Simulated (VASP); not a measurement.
# CdCo2N2 (C2/m) in VASP: a run that goes wrong, beside a sound one

A flawed run on CdCo2N2 and a sound one for comparison.

Everything below comes from runs of VASP 6.6.1. Logs are shortened: lines on timing, memory, paths and dates and some standing lists are left out, and cuts for length are marked.

## (1) Starting point

It takes space group C2/m (No. 12, monoclinic). The conventional cell has a = 5.310 Å, b = 3.064 Å, c = 8.517 Å, α = 90.00°, β = 102.98°, γ = 90.00°. Around Cd (site symmetry 2/m) lie 6 Cd at 3.06 to 3.07 Å and 2 Co at 3.29 Å and 6 N at 3.37 to 3.42 Å. Around Co (site symmetry m) lie 3 N at 1.82 Å. Around N (site symmetry m) lie 3 Co at 1.82 Å.

The cell comes from a database or a generator and needn't be the stable form of this composition.

## (2) A run with an altered input

Contents of INCAR:

```
PREC     = Accurate       # precision mode
ENCUT    = 520            # plane-wave cutoff, eV
EDIFF    = 1E-7           # SCF threshold, eV
ISMEAR   = -1             # smearing method
SIGMA    = 0.05           # smearing width, eV
LREAL    = False          # projectors in reciprocal space
LASPH    = True           # aspherical terms in the spheres
NELM     = 72             # most SCF steps
ALGO     = Normal         # electronic algorithm
ISIF     = 2              # what is computed and relaxed
LWAVE    = False          # write WAVECAR
LCHARG   = True           # write CHGCAR
ISPIN    = 2              # spin polarisation
MAGMOM   = 0 3.5 3.5 0 0  # initial moments
LORBIT   = 11             # projections on sites
LMAXMIX  = 4              # l up to which the mixer works
GGA      = PE             # functional
LELF     = True           # ELF
LVHAR    = True
```

Contents of KPOINTS:

```
Automatic mesh
0
Gamma
  1 1 1
```

Contents of POSCAR:

```
CdCo2N2
1.0
    2.6551227765     -1.5321120750      0.0000000000
    2.6551227765      1.5321120750      0.0000000000
   -1.9130954774      0.0000000000      8.2997261586
Cd Co N
1 2 2
Direct
    0.5000000000      0.5000000000      0.5000000000
    0.6292305000      0.6292305000      0.8967650000
    0.3707695000      0.3707695000      0.1032350000
    0.7217750000      0.7217750000      0.1524330000
    0.2782250000      0.2782250000      0.8475670000
```

Potentials or basis: VASP PAW PBE potentials, release 64 (Cd, Co, N).

Launch:

```sh
> cat potpaw_PBE.64/Cd/POTCAR potpaw_PBE.64/Co/POTCAR potpaw_PBE.64/N/POTCAR > POTCAR
> mpirun -np 1 vasp_std > vasp.out
```

OUTCAR:

```text
PREC = Accurate
   ENCUT = 520
   EDIFF = 1E-7
   ISMEAR = -1
   LREAL = False
   LASPH = True
   NELM = 72
   ISIF = 2
   ISPIN = 2
   LORBIT = 11
   GGA = PE

[... 296 lines left out ...]
  ---------------------------------------------------
  free  energy   TOTEN  =       -35.1504040740 eV

  energy  without entropy=      -35.0488032000  energy(sigma->0) =      -35.09960364

 total charge

# of ion       s       p       d       tot
------------------------------------------
    1        0.813   0.030   9.535  10.378
    2        0.444   0.394   7.892   8.729
    3        0.444   0.394   7.892   8.729
    4        1.238   2.405   0.000   3.643
    5        1.238   2.405   0.000   3.643
--------------------------------------------------
tot          4.176   5.628  25.318  35.122

 magnetization (x)

# of ion       s       p       d       tot
------------------------------------------
    1       -0.004   0.011  -0.002   0.005
    2       -0.006   0.032   0.653   0.679
    3       -0.006   0.032   0.653   0.679
    4        0.024   0.232   0.000   0.256
    5        0.024   0.232   0.000   0.256
--------------------------------------------------
tot          0.032   0.539   1.304   1.874
```

OSZICAR:

```text
N       E                     dE             d eps       ncg     rms          rms(c)
DAV:   1     0.363391016605E+03    0.36339E+03   -0.19618E+04   112   0.162E+03
DAV:   2    -0.179205536882E+01   -0.36518E+03   -0.34476E+03   120   0.395E+02
[... 19 lines left out ...]
DAV:  22    -0.351504047886E+02   -0.68677E-05   -0.27231E-05   136   0.384E-02    0.403E-02
DAV:  23    -0.351504035742E+02    0.12144E-05   -0.10258E-05   156   0.227E-02    0.190E-02
DAV:  24    -0.351504040602E+02   -0.48599E-06   -0.16441E-06   128   0.118E-02    0.123E-02
DAV:  25    -0.351504041958E+02   -0.13565E-06   -0.65416E-07   124   0.672E-03    0.876E-03
DAV:  26    -0.351504040656E+02    0.13021E-06   -0.44535E-07    88   0.562E-03    0.284E-03
DAV:  27    -0.351504040740E+02   -0.83787E-08   -0.85839E-08    56   0.227E-03
   1 F= -.35150404E+02 E0= -.35099604E+02  d E =-.101601E+00  mag=     2.0000
```

It took 30 s on 1 thread of Intel Xeon Platinum 8488C (Sapphire Rapids), shared host; peak memory 0.21 GiB.

The calculation finished and met its thresholds. What is wrong with the input: one k point for a small cell (k = 1 × 1 × 1). The program ran through all the same, so the numbers look like a result but aren't the crystal's properties.

## (3) Single point, PBE, collinear spin, ferromagnetic start

Contents of INCAR:

```
PREC = Accurate
ENCUT = 520
EDIFF = 1E-7
ISMEAR = -1
SIGMA = 0.05
LREAL = False
LASPH = True
NELM = 120
ALGO = Normal
ISIF = 2
LWAVE = False
LCHARG = True
ISPIN = 2
MAGMOM = 0 3.5 3.5 0 0
LORBIT = 11
LMAXMIX = 4
GGA = PE
LELF = True
LVHAR = True
```

Contents of KPOINTS:

```
Automatic mesh
0
Gamma
  8 8 3
```

POSCAR is that of step 2.

Potentials or basis: VASP PAW PBE potentials, release 64 (Cd, Co, N).

Launch:

```sh
> cat potpaw_PBE.64/Cd/POTCAR potpaw_PBE.64/Co/POTCAR potpaw_PBE.64/N/POTCAR > POTCAR
> mpirun -np 1 vasp_std > vasp.out
```

Wall time 3.6 min (1 thread of Intel Xeon Platinum 8488C (Sapphire Rapids), shared host); peak memory 0.34 GiB.

The run converged. Its results:

```yaml
Free_energy: -30.2090 eV
Pressure: -0.7 GPa
Largest_force: 0.077 eV/Å
Band_gap_on_the_k_mesh: none (metal or under the smearing width)
Net_moment: 0.00 μB per cell
Valence_electrons_inside_the_program's_atomic_spheres: Cd 10.26; Co 8.64; N 3.63
```

Forces on the atoms (eV/Å):
```
Cd   0.000  0.000  0.000
Co   0.007  0.000 -0.046
Co  -0.007  0.000  0.046
N   -0.005  0.000 -0.077
N    0.005  0.000  0.077
```

Stress tensor (GPa, compression positive):
```
-0.88  0.00  0.04
 0.00 -0.90  0.00
 0.04  0.00 -0.30
```

Levels at points of the mesh, in eV from the Fermi level:
Spin up:
| k point | band 17 | band 18 | band 19 | band 20 | band 21 | band 22 | band 23 | band 24 |
| --- | --- | --- | --- | --- | --- | --- | --- | --- |
| (0.00, 0.00, 0.00) | -1.59 | -1.08 | -1.08 | 1.24 | 2.61 | 2.78 | 2.78 | 2.87 |
| (0.50, 0.00, 0.00) | -1.44 | -1.16 | -1.13 | -0.48 | -0.08 | 0.33 | 1.20 | 1.36 |
| (0.50, 0.50, 0.00) | -1.34 | -1.14 | -1.13 | -0.48 | -0.11 | 0.65 | 0.90 | 1.21 |
Spin down:
| k point | band 17 | band 18 | band 19 | band 20 | band 21 | band 22 | band 23 | band 24 |
| --- | --- | --- | --- | --- | --- | --- | --- | --- |
| (0.00, 0.00, 0.00) | -1.59 | -1.08 | -1.08 | 1.24 | 2.61 | 2.78 | 2.78 | 2.87 |
| (0.50, 0.00, 0.00) | -1.44 | -1.16 | -1.13 | -0.48 | -0.08 | 0.33 | 1.20 | 1.36 |
| (0.50, 0.50, 0.00) | -1.34 | -1.14 | -1.13 | -0.48 | -0.11 | 0.65 | 0.90 | 1.21 |

Caveat: the starting moments collapsed, and a magnetic state may lie lower. With open d or f shells a metallic result of PBE can be an artefact of self-interaction; +U or a hybrid may open a gap.
